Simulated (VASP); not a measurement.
Bi, 2 atoms in the cell. It takes space group R-3m (No. 166, trigonal). Conventional cell: a = 4.535 Å, b = 4.535 Å, c = 11.814 Å, α = 90.00°, β = 90.00°, γ = 120.00°. Bi (site symmetry 3m) is surrounded by 6 Bi at 3.06 to 3.52 Å. 

- Program: VASP 6.6.1
- Task: relaxation of cell and atoms
- Functional: PBE
- Dispersion: D3(BJ)
- Potentials or basis: VASP PAW PBE potentials, release 64 (Bi_d)
- Cutoff: 600 eV
- k mesh: 12 × 12 × 10
- Occupations: methfessel-paxton, width 0.1 eV
- Spin: no spin polarisation
- Further INCAR settings: ALGO = Normal; EDIFF = 1e-06; IBRION = 2; EDIFFG = -0.01; NSW = 90; ISIF = 3

Potentials or basis: VASP PAW PBE potentials, release 64 (Bi_d).

Launch:

```sh
$ cat potpaw_PBE.64/Bi_d/POTCAR > POTCAR
$ mpirun -np 1 vasp_std > vasp.out
```

Hardware: 1 thread of Intel(R) Xeon(R) 6975P-C (Granite Rapids) (shared host).

**Question.** Estimate the wall time of this run.

**Answer.** It took 13 min on 1 thread of Intel(R) Xeon(R) 6975P-C (Granite Rapids), with other jobs on the host, peak memory 0.66 GiB. Counts: scf iterations 49, k points 391, ion steps 7.
